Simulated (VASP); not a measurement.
Output of a VASP run:

**OSZICAR**
```
       N       E                     dE             d eps       ncg     rms          rms(c)
DAV:   1     0.324519335136E+02    0.32452E+02   -0.56291E+03  3670   0.208E+03
DAV:   2    -0.492513004849E+01   -0.37377E+02   -0.35598E+02  3540   0.196E+02
DAV:   3    -0.531355195382E+01   -0.38842E+00   -0.38746E+00  4170   0.282E+01
DAV:   4    -0.531599544327E+01   -0.24435E-02   -0.24433E-02  4163   0.198E+00
DAV:   5    -0.531602013782E+01   -0.24695E-04   -0.24694E-04  4163   0.163E-01    0.848E+00
DAV:   6    -0.450214913632E+01    0.81387E+00   -0.16659E+01  3671   0.996E+01    0.319E+00
DAV:   7    -0.421288585858E+01    0.28926E+00   -0.21316E+00  3715   0.352E+01    0.762E-01
DAV:   8    -0.419295978117E+01    0.19926E-01   -0.94854E-03  5217   0.130E+00    0.196E-01
DAV:   9    -0.419219800057E+01    0.76178E-03   -0.37585E-03  3975   0.132E+00    0.221E-02
DAV:  10    -0.419220956366E+01   -0.11563E-04   -0.27024E-05  4452   0.988E-02    0.685E-03
DAV:  11    -0.419220985214E+01   -0.28848E-06   -0.59332E-07  2212   0.184E-02
   1 F= -.13927108E+01 E0= -.13927827E+01  d E =-.139271E+01
       N       E                     dE             d eps       ncg     rms          rms(c)
DAV:   1    -0.789837259873E+01   -0.37062E+01   -0.76126E+01  3715   0.210E+02    0.169E+01
DAV:   2    -0.457017073748E+01    0.33282E+01   -0.46619E+01  3659   0.179E+02    0.443E+00
DAV:   3    -0.384335598983E+01    0.72681E+00   -0.45040E+00  3673   0.533E+01    0.221E+00
DAV:   4    -0.374244328858E+01    0.10091E+00   -0.92235E-02  4427   0.436E+00    0.956E-02
DAV:   5    -0.374126101326E+01    0.11823E-02   -0.58537E-03  3931   0.196E+00    0.790E-02
DAV:   6    -0.374119521439E+01    0.65799E-04   -0.24979E-04  4335   0.356E-01    0.181E-03
DAV:   7    -0.374119586908E+01   -0.65469E-06   -0.10492E-06  2392   0.221E-02
   2 F= -.13082752E+01 E0= -.13082718E+01  d E =0.844356E-01
       N       E                     dE             d eps       ncg     rms          rms(c)
DAV:   1    -0.589626293001E+01   -0.21551E+01   -0.40854E+01  3662   0.188E+02    0.103E+01
DAV:   2    -0.436102504446E+01    0.15352E+01   -0.15955E+01  3682   0.961E+01    0.207E+00
DAV:   3    -0.415128856236E+01    0.20974E+00   -0.14211E+00  3712   0.305E+01    0.161E+00
DAV:   4    -0.409544988408E+01    0.55839E-01   -0.13114E-01  5100   0.639E+00    0.331E-01
DAV:   5    -0.409368221762E+01    0.17677E-02   -0.11226E-02  3937   0.261E+00    0.602E-02
DAV:   6    -0.409366334668E+01    0.18871E-04   -0.51887E-05  4910   0.115E-01    0.235E-02
DAV:   7    -0.409365829441E+01    0.50523E-05   -0.49175E-05  3795   0.170E-01    0.441E-04
DAV:   8    -0.409365833869E+01   -0.44286E-07   -0.10027E-07  2087   0.566E-03
   3 F= -.14145577E+01 E0= -.14146209E+01  d E =-.218469E-01
       N       E                     dE             d eps       ncg     rms          rms(c)
DAV:   1    -0.409049614222E+01    0.31622E-02   -0.75296E-03  3687   0.233E+00    0.160E-01
DAV:   2    -0.409020768243E+01    0.28846E-03   -0.46194E-03  3670   0.164E+00    0.486E-02
DAV:   3    -0.409012776546E+01    0.79917E-04   -0.55520E-04  3676   0.587E-01    0.221E-02
DAV:   4    -0.409011745330E+01    0.10312E-04   -0.11507E-05  4228   0.454E-02    0.886E-04
DAV:   5    -0.409011737437E+01    0.78928E-07   -0.67479E-08  1874   0.327E-03
   4 F= -.14145775E+01 E0= -.14146402E+01  d E =-.218668E-01
```

OUTCAR:
```
------------------------ aborting loop because EDIFF is reached ----------------------------------------
  FORCE on cell =-STRESS in cart. coord.  units (eV):
  Direction    XX          YY          ZZ          XY          YZ          ZX
  --------------------------------------------------------------------------------------
  Total        2.6747443      2.6747443      2.6747443      0.0000000      0.0000000      0.0000000
  in kB      449.8661933    449.8661933    449.8661933      0.0000000      0.0000000      0.0000000
  external PRESSURE =      -0.1338067 kB  Pullay stress =     450.0000000 kB
  volume of cell :        9.53
      direct lattice vectors                 reciprocal lattice vectors
     0.000000000  1.682518436  1.682518436    -0.297173564  0.297173564  0.297173564
     1.682518436 -0.000000000  1.682518436     0.297173564 -0.297173564  0.297173564
     1.682518436  1.682518436 -0.000000000     0.297173564  0.297173564 -0.297173564
 POSITION                                       TOTAL-FORCE (eV/Angst)
 -----------------------------------------------------------------------------------
      0.00000      1.68252      1.68252         0.000000      0.000000     -0.000000
 -----------------------------------------------------------------------------------
    total drift:                                0.000000      0.000000      0.000000
  FREE ENERGIE OF THE ION-ELECTRON SYSTEM (eV)
  ---------------------------------------------------
  free  energy   TOTEN  =        -4.0901173744 eV

  energy  without entropy=       -4.0903053271  energy(sigma->0) =       -4.09018003
  enthalpy is  TOTEN    =        -1.4145775364 eV   P V=        2.6755398380

 reached required accuracy - stopping structural energy minimisation
```
(Selected blocks of OUTCAR.)

File POSCAR:
```
Cu
1
    0.0000000000     1.7081111788     1.7081111788
    1.7081111788     0.0000000000     1.7081111788
    1.7081111788     1.7081111788     0.0000000000
Cu
1
Direct
  0.0000000000   0.0000000000   0.0000000000
```

### Question
Write an INCAR and KPOINTS that could have produced this output.

### Answer
One answer among several that fit: the input of the run itself, PBEsol GGA, plane waves, VASP's PBE PAW potentials (set 64).

**INCAR**
```
ALGO=Normal
EDIFF=1E-6
EDIFFG=-0.02
ENCUT=500
GGA=PS
IBRION=2
ISIF=3
ISMEAR=1
LASPH=.True.
LCHARG=.False.
LMAXMIX=4
LREAL=.False.
LWAVE=.False.
NELM=100
NSW=40
PREC=Accurate
PSTRESS=450
SIGMA=0.1
SYSTEM=Cu
```

**KPOINTS**
```
Automatic
0
Gamma
 18 18 18
0 0 0
```

POTCAR, in this order: Cu (PBE.64 set). Program: vasp_std.

Energy and stress use the plane-wave basis of the starting cell.

The compound is Cu in the fcc structure. This run relaxes it under an external pressure of 45 GPa. Symmetry was kept, so distortions that lower it aren't found.
